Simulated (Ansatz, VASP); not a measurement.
## SiF: VASP beside Ansatz

```
Si F
1.0
     3.03144    0.00000    0.00000
     0.00000    3.03144    0.00000
     0.00000    0.00000    3.03144
Si F
1 1
Cartesian
  1.5157 1.5157 1.5157
  0.0000 0.0000 0.0000
```

Alike in both runs: task relaxation of cell and atoms; functional PBE; k mesh 18 × 18 × 18; occupations gaussian, width 0.1 eV; no spin polarisation.

|  | VASP | Ansatz |
| --- | --- | --- |
| version | VASP 6.6.1 | Ansatz 0.2.0 |
| potentials or method | VASP PAW PBE potentials, release 64 (Si, F) | scalar-relativistic, plane waves, PAW |
| plane-wave cutoff (eV) | 600 | 420 |
| valence electrons in the cell | 11 | 11 |

|  | VASP | Ansatz | Ansatz less VASP |
| --- | --- | --- | --- |
| gap on the k mesh at the Fermi level, each at its own relaxed structure (eV) | none | none | - |
| relaxed volume (Å³/atom) | 13.86 | 13.89 | +0.030 |
| relaxed cell length with the largest relative difference (Å) | 3.026 | 3.029 | +0.0022 |

A gap of «none» marks a metal or a gap that the smearing closes.

Caveats: an odd number of electrons without spin polarisation forces a metal; a magnetic or distorted state may lie lower.
